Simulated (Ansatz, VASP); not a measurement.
# SiC: VASP beside Ansatz, part 2 of 2

Aim: how closely do two programs agree when they are given the same cell, functional and k mesh? The structure shown is the end of the Ansatz relaxation below.

VASP 6.6.1 and Ansatz 0.2.0.

So far. Step 3 (VASP: single point, LDA, pair 1): The run ends at a pressure of 29.57 GPa, with forces up to 0.0012 eV/Å.

**5. Ansatz: relaxation, LDA**

Level of this step: Ansatz beside VASP: Kohn-Sham DFT, plane waves, LDA (Ansatz).

This run makes the geometry at which the two programs are then compared. The cell compared in this pair holds 76.24 Å³, against 73.00 Å³ for the pair before.

The structure compared here is the end of the Ansatz relaxation.

Contents of input.yaml:

```yaml
crystal:
  lattice:
    - [2.9962811735, 0.0, 0.0]
    - [-1.4981405867, 2.5948556131, 0.0]
    - [0.0, 0.0, 9.806398302]
  atoms:
    - { symbol: C, position: [0.6666666667, 0.3333333333, 0.7498168012] }
    - { symbol: C, position: [0.3333333333, 0.6666666667, 0.2498168012] }
    - { symbol: C, position: [0.0, 0.0, 0.5004413747] }
    - { symbol: C, position: [0.0, 0.0, 0.0004413747] }
    - { symbol: Si, position: [0.6666666667, 0.3333333333, 0.9378149814] }
    - { symbol: Si, position: [0.3333333333, 0.6666666667, 0.4378149814] }
    - { symbol: Si, position: [0.0, 0.0, 0.6879258425] }
    - { symbol: Si, position: [0.0, 0.0, 0.1879258425] }
kpoints:
  mp_grid: { grid: [9, 9, 4] }
hamiltonian:
  xc: lda
  pseudopotentials: { kind: paw, azcp: { folder: soft_1 }, xc_functional: pbe }
scf:
  occupations: { method: fixed }
output:
  forces: true
  stress: true
  eigenvalues: true
relax:
  adjacent_minimum: "off"
  f_tol: 0.001
  max_steps: 60
  cell: { stress_tol: 0.01, fix: [volume] }
```

Run with:

```
$ ansatz run input.yaml --threads 8 --pin off --max-ram 16384MiB --backend cpu --events-out ev --progress --plain --runs-dir out
```

Numbers of over 12 decimals in the logs are rounded to 6 here.

What it wrote:

```text
[...]
Crystal: 8 atoms, lattice volume = 76.244 Å³
Basis set: ecut = 420 eV, 1437 PW (Γ)
Bands: 24, of which v1, the nominal top of the filled ones, is band 16 counted from 1 (15 counted from 0)
Symmetry: 12 space group operations
[...]
k-points: 36 of 324 (time reversal used)
[...]
- [-1.498201, 2.594961, 0]
    - [0, 0, 9.805602]
  atoms:
    - { symbol: C, position: [0.666667, 0.333333, 0.749816] }
    - { symbol: C, position: [0.333333, 0.666667, 0.249816] }
    - { symbol: C, position: [0, 0, 0.500437] }
    - { symbol: C, position: [0, 0, 0.000436775] }
    - { symbol: Si, position: [0.666667, 0.333333, 0.937804] }
    - { symbol: Si, position: [0.333333, 0.666667, 0.437804] }
    - { symbol: Si, position: [0, 0, 0.687942] }
    - { symbol: Si, position: [0, 0, 0.187942] }
[key lines of the parts left out:]
SCF converged after 6 iterations
Free energy (F): -3408.597953 eV
Fermi energy:    10.378266 eV
P = ⅓ Tr σ = 16.0673 GPa (160.673 kbar)
```

**6. VASP: single point, LDA, pair 2**

The same cell, functional (in two slightly different forms) and mesh now go to VASP, with its own data sets.

Contents of INCAR:

```
SYSTEM = SiC
PREC = Accurate
ENCUT = 600
EDIFF = 1E-06
NELM = 120
ISMEAR = 0
SIGMA = 0.01
LREAL = .FALSE.
ALGO = Normal
GGA = PW92
NBANDS = 24
LORBIT = 11
LWAVE = .FALSE.
LCHARG = .FALSE.
ISIF = 2
LASPH = .TRUE.
GGA_COMPAT = .FALSE.
EFERMI = MIDGAP
KPAR = 2
```

Contents of POSCAR:

```
SiC
1.0
    2.9964028817      0.0000000000      0.0000000000
   -1.4982014408      2.5949610156      0.0000000000
    0.0000000000      0.0000000000      9.8056016834
C Si
4 4
Direct
    0.6666666666      0.3333333332      0.7498164709
    0.3333333332      0.6666666666      0.2498164709
    0.9999999999      0.9999999999      0.5004367755
    0.9999999999      0.9999999999      0.0004367755
    0.6666666666      0.3333333332      0.9378039118
    0.3333333332      0.6666666666      0.4378039118
    0.9999999999      0.9999999999      0.6879418416
    0.9999999999      0.9999999999      0.1879418416
```

Contents of KPOINTS:

```
Automatic mesh
0
Gamma
9 9 4
0 0 0
```

Potentials, in the order of the species: C and Si (LDA family, release 64).

Run with:

```
$ mpirun -np 2 vasp_std
```

What it wrote:

```text
[banner, memory and clock lines left out]
running    2 mpi-ranks, on    1 nodes
[...]
[... a notice as in an earlier step ...]

 LDA part: xc-table for (Slater(with rela. corr.)+PW92), standard interpolation
 POSCAR, INCAR and KPOINTS ok, starting setup
[...]
entering main loop
       N       E                     dE             d eps       ncg     rms          rms(c)
DAV:   1     0.845759186767E+02    0.84576E+02   -0.16464E+04  1728   0.138E+03
DAV:   2    -0.682167513186E+02   -0.15279E+03   -0.14256E+03  2400   0.216E+02
DAV:   3    -0.755220826522E+02   -0.73053E+01   -0.72527E+01  2280   0.457E+01
DAV:   4    -0.756171932473E+02   -0.95111E-01   -0.95028E-01  2224   0.621E+00
[...]
DAV:  11    -0.663942877665E+02   -0.73405E-05   -0.26081E-05  2288   0.346E-02    0.270E-02
DAV:  12    -0.663942833525E+02    0.44140E-05   -0.88784E-06  2184   0.153E-02    0.734E-03
DAV:  13    -0.663942827140E+02    0.63851E-06   -0.20041E-06  1656   0.683E-03
   1 F= -.66394283E+02 E0= -.66394283E+02  d E =0.000000E+00
```

OUTCAR, selected parts (step 6):

```text
  Total        7.6011040      7.6011040      7.6007593      0.0000000      0.0000000     -0.0000000
  in kB      159.7283363    159.7283363    159.7210913      0.0000000      0.0000000     -0.0000000
  external PRESSURE =     159.7259213 kB  Pullay stress =       0.0000000 kB

 POSITION                                       TOTAL-FORCE (eV/Angst)
 -----------------------------------------------------------------------------------
      1.49820      0.86499      7.35240        -0.000000     -0.000000      0.000359
     -0.00000      1.72997      2.44960         0.000000      0.000000      0.000359
      1.49820      2.59496      4.90708        -0.000000     -0.000000      0.000306
      1.49820      2.59496      0.00428         0.000000      0.000000      0.000306
      1.49820      0.86499      9.19573         0.000000      0.000000      0.000715
     -0.00000      1.72997      4.29293        -0.000000     -0.000000      0.000715
      1.49820      2.59496      6.74568        -0.000000      0.000000     -0.001380
      1.49820      2.59496      1.84288         0.000000     -0.000000     -0.001380
 -----------------------------------------------------------------------------------
    total drift:                                0.000000      0.000000     -0.000391

  FREE ENERGIE OF THE ION-ELECTRON SYSTEM (eV)
  ---------------------------------------------------
  free  energy   TOTEN  =       -66.3942827140 eV

  energy  without entropy=      -66.3942827140  energy(sigma->0) =      -66.39428271

[... 1 part as in an earlier step ...]

[... 2 further parts left out ...]
[key lines of the parts left out:]
E-fermi :  10.2478
```

The run ends at a pressure of 15.97 GPa, with forces up to 0.0014 eV/Å.

**7. Side by side**

Compared:

```tsv
quantity	Ansatz	VASP	difference
pressure (GPa)	16.07	15.97	+0.09
gap on the k mesh (eV)	2.320	2.315	+0.005
```

A gap on the mesh is an upper bound, since the band edges may lie between its points.

**8. Ansatz: relaxation, LDA**

This run makes the geometry at which the two programs are then compared. The cell compared in this pair holds 74.62 Å³, against 76.24 Å³ for the pair before.

The structure compared here is the end of the Ansatz relaxation.

input.yaml, the sections that differ from step 5:

```yaml
crystal:
  lattice:
    - [2.9749992733, 0.0, 0.0]
    - [-1.4874996366, 2.576424947, 0.0]
    - [0.0, 0.0, 9.7355592803]
  atoms:
    - { symbol: C, position: [0.6666666667, 0.3333333333, 0.7498164709] }
    - { symbol: C, position: [0.3333333333, 0.6666666667, 0.2498164709] }
    - { symbol: C, position: [0.0, 0.0, 0.5004367755] }
    - { symbol: C, position: [0.0, 0.0, 0.0004367755] }
    - { symbol: Si, position: [0.6666666667, 0.3333333333, 0.9378039118] }
    - { symbol: Si, position: [0.3333333333, 0.6666666667, 0.4378039118] }
    - { symbol: Si, position: [0.0, 0.0, 0.6879418416] }
    - { symbol: Si, position: [0.0, 0.0, 0.1879418416] }
# kpoints, hamiltonian, scf, output, relax: as in step 5
```

Run with:

```
$ ansatz run input.yaml --threads 8 --pin off --max-ram 16384MiB --backend cpu --events-out ev --progress --plain --runs-dir out
```

What it wrote:

```text
[...]
Crystal: 8 atoms, lattice volume = 74.622 Å³
Basis set: ecut = 420 eV, 1401 PW (Γ)
Bands: 24, of which v1, the nominal top of the filled ones, is band 16 counted from 1 (15 counted from 0)
Symmetry: 12 space group operations
[...]
k-points: 36 of 324 (time reversal used)
[...]
- [-1.487569, 2.576544, 0]
    - [0, 0, 9.734657]
  atoms:
    - { symbol: C, position: [0.666667, 0.333333, 0.749819] }
    - { symbol: C, position: [0.333333, 0.666667, 0.249819] }
    - { symbol: C, position: [0, 0, 0.500434] }
    - { symbol: C, position: [0, 0, 0.000433593] }
    - { symbol: Si, position: [0.666667, 0.333333, 0.937790] }
    - { symbol: Si, position: [0.333333, 0.666667, 0.437790] }
    - { symbol: Si, position: [0, 0, 0.687956] }
    - { symbol: Si, position: [0, 0, 0.187956] }
[key lines of the parts left out:]
SCF converged after 6 iterations
Free energy (F): -3408.402950 eV
Fermi energy:    10.667904 eV
P = ⅓ Tr σ = 22.5578 GPa (225.578 kbar)
```

**9. VASP: single point, LDA, pair 3**

The same cell, functional (in two slightly different forms) and mesh now go to VASP, with its own data sets.

INCAR is that of step 6.

Contents of POSCAR:

```
SiC
1.0
    2.9751371349      0.0000000000      0.0000000000
   -1.4875685674      2.5765443386      0.0000000000
    0.0000000000      0.0000000000      9.7346570506
C Si
4 4
Direct
    0.6666666666      0.3333333332      0.7498191549
    0.3333333332      0.6666666666      0.2498191549
    0.9999999999      0.9999999999      0.5004335933
    0.9999999999      0.9999999999      0.0004335933
    0.6666666666      0.3333333332      0.9377898633
    0.3333333332      0.6666666666      0.4377898633
    0.9999999999      0.9999999999      0.6879563883
    0.9999999999      0.9999999999      0.1879563883
```

KPOINTS is that of step 6.

Run with:

```
$ mpirun -np 2 vasp_std
```

What it wrote:

```text
[... set-up lines as in an earlier step ...]
 entering main loop
       N       E                     dE             d eps       ncg     rms          rms(c)
DAV:   1     0.832548341776E+02    0.83255E+02   -0.16449E+04  1728   0.137E+03
DAV:   2    -0.688025190077E+02   -0.15206E+03   -0.14148E+03  2448   0.217E+02
DAV:   3    -0.756387185109E+02   -0.68362E+01   -0.68003E+01  2296   0.447E+01
DAV:   4    -0.757183638341E+02   -0.79645E-01   -0.79593E-01  2224   0.589E+00
[...]
DAV:  11    -0.661980461650E+02   -0.64786E-05   -0.24482E-05  2312   0.334E-02    0.287E-02
DAV:  12    -0.661980417004E+02    0.44646E-05   -0.90830E-06  2160   0.155E-02    0.666E-03
DAV:  13    -0.661980410165E+02    0.68388E-06   -0.21408E-06  1728   0.704E-03
   1 F= -.66198041E+02 E0= -.66198041E+02  d E =0.000000E+00
```

OUTCAR, selected parts (step 9):

```text
  Total       10.4503413     10.4503413     10.4541188      0.0000000      0.0000000      0.0000000
  in kB      224.3756849    224.3756849    224.4567896      0.0000000      0.0000000      0.0000000
  external PRESSURE =     224.4027198 kB  Pullay stress =       0.0000000 kB

 POSITION                                       TOTAL-FORCE (eV/Angst)
 -----------------------------------------------------------------------------------
      1.48757      0.85885      7.29923        -0.000000     -0.000000     -0.000914
     -0.00000      1.71770      2.43190        -0.000000      0.000000     -0.000914
      1.48757      2.57654      4.87155         0.000000      0.000000     -0.000316
      1.48757      2.57654      0.00422         0.000000      0.000000     -0.000316
      1.48757      0.85885      9.12906         0.000000     -0.000000      0.001733
     -0.00000      1.71770      4.26173        -0.000000      0.000000      0.001733
      1.48757      2.57654      6.69702         0.000000     -0.000000     -0.000504
      1.48757      2.57654      1.82969        -0.000000      0.000000     -0.000504
 -----------------------------------------------------------------------------------
    total drift:                                0.000000      0.000000      0.000152

  FREE ENERGIE OF THE ION-ELECTRON SYSTEM (eV)
  ---------------------------------------------------
  free  energy   TOTEN  =       -66.1980410165 eV

  energy  without entropy=      -66.1980410165  energy(sigma->0) =      -66.19804102

[... 1 part as in an earlier step ...]

[... 2 further parts left out ...]
[key lines of the parts left out:]
E-fermi :  10.5117
```

The run ends at a pressure of 22.44 GPa, with forces up to 0.0017 eV/Å.

**10. Side by side**

The two programs side by side:

```tsv
quantity	Ansatz	VASP	difference
pressure (GPa)	22.56	22.44	+0.12
gap on the k mesh (eV)	2.325	2.320	+0.005
```

A gap on the mesh is an upper bound, since the band edges may lie between its points.

**11. Outcome**

```
difference in gap on the k mesh (single point, LDA, pair 1) : 0.0055 eV
difference in gap on the k mesh (single point, LDA, pair 2) : 0.0051 eV
difference in gap on the k mesh (single point, LDA, pair 3) : 0.0054 eV
```

**Reading.** The difference in gap on the k mesh is 0.0055 eV (single point, LDA, pair 1), within the 0.08 eV picked in this series as the mark of a large difference. 6 further runs of this series are not shown here. Such differences can come from data sets, numerical settings and the points named under the comparisons, not from the functional's error against experiment.

[Lines on the potential files, build, host, timing and source positions are cut from VASP's logs without a mark.]

[Logs are printed without paths, hosts, clocks, repeated set-up lines and the standing remarks that a program may print on its own settings, such as how far it seeks lower states.]

[Hosts, paths, dates, database ids (printed as entryN), source tags and the programs' standing remarks are cut or masked in the printed files.]
